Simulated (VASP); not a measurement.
Data:

```xyz
2
Lattice="0.0000 2.6024 2.6024 2.6024 0.0000 2.6024 2.6024 2.6024 0.0000" Properties=species:S:1:pos:R:3 pbc="T T T"
Sr     0.0000     0.0000     0.0000
O      2.6024     2.6024     2.6024
```

Computed with modified Becke-Johnson potential (mBJ), VASP's PBE PAW potentials (set 64) (plane waves; VASP). Settings: 520 eV cut-off, 6×6×6 Γ-centred mesh, Gaussian smearing of 0.050 eV, potentials Sr_sv O.

mBJ is a potential without an energy functional, so only the levels count.

Question: What does the run give for the band gap (over mesh and band path) with the smallest direct gap where there is one?

Answer: 
* **band gap (over mesh and band path)**: 4.90 eV
* **smallest direct gap (over mesh and band path)**: 4.99 eV

The compound is SrO in the rock salt structure. It was relaxed first. The cell's shape comes from a PBE relaxation.
